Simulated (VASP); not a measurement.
VASP ran on this input.

### INCAR
```
SYSTEM  =  WSi
PREC  =  Accurate; ENCUT  =  400; LREAL  =  F
LASPH  =  T
EDIFF  =  1E-6; NELM  =  100; ALGO  =  Normal
LMAXMIX  =  6
ISMEAR  =  0; SIGMA  =  0.05
GGA  =  PE
IBRION  =  2; NSW  =  60; ISIF  =  3
EDIFFG  =  -0.02
LWAVE  =  F; LCHARG  =  F
```

File KPOINTS:
```
Automatic mesh
0
Gamma
6 6 4
0 0 0
```

POSCAR:
```
WSi
1
    4.2422790674     0.0000000000    -0.0000000000
   -2.1211395337     3.6739213024     0.0000000000
    0.0000000000    -0.0000000000     4.8702372093
W Si
2 2
Direct
  0.3333330000   0.6666670000   0.9375245912
  0.6666670000   0.3333330000   0.4375245912
  0.3333330000   0.6666670000   0.4374754088
  0.6666670000   0.3333330000   0.9374754088
```

POTCAR, in this order: W_sv Si (PBE.64 set). Program: vasp_std.

Task: Translate this PBE calculation to Quantum ESPRESSO's pw.x.

Result: One equivalent input (not run):
```
&CONTROL
  calculation = 'vc-relax'
  pseudo_dir = './pseudo'
  outdir = './out'
  tprnfor = .true.
  tstress = .true.
  nstep = 60
  forc_conv_thr = 0.00078
/
&SYSTEM
  ibrav = 0
  nat = 4
  ntyp = 2
  ecutwfc = 74
  occupations = 'smearing'
  smearing = 'gaussian'
  degauss = 0.003675
  input_dft = 'pbe'
/
&ELECTRONS
  conv_thr = 7.3e-08
  electron_maxstep = 100
/
&IONS
/
&CELL
/
ATOMIC_SPECIES
  W 183.840 W.upf
  Si 28.085 Si.upf
CELL_PARAMETERS angstrom
     4.2422791    0.0000000   -0.0000000
    -2.1211395    3.6739213    0.0000000
     0.0000000   -0.0000000    4.8702372
ATOMIC_POSITIONS crystal
  W    0.3333330  0.6666670  0.9375246
  W    0.6666670  0.3333330  0.4375246
  Si   0.3333330  0.6666670  0.4374754
  Si   0.6666670  0.3333330  0.9374754
K_POINTS automatic
  6 6 4 0 0 0
```
Limits of the translation: the potentials are each code's own (VASP's PAW set, PseudoDojo norm-conserving files in pw.x), so ENCUT and ecutwfc are chosen apart and not converted; conv_thr bounds pw.x's estimated SCF error, while EDIFF bounds the energy change between steps; forc_conv_thr acts on force components and is met together with etot_conv_thr.

The structure was generated: WSi was put into the wurtzite type (P6_3mc), which need not be its known phase. This run relaxes it. It ends in space group P6_3/mmc. Symmetry was kept, so distortions that lower it aren't found. The k-mesh is coarse (spacing up to 0.32 per Å, 2π included), so the numbers may not be converged in it. The start is the result of an earlier pass.
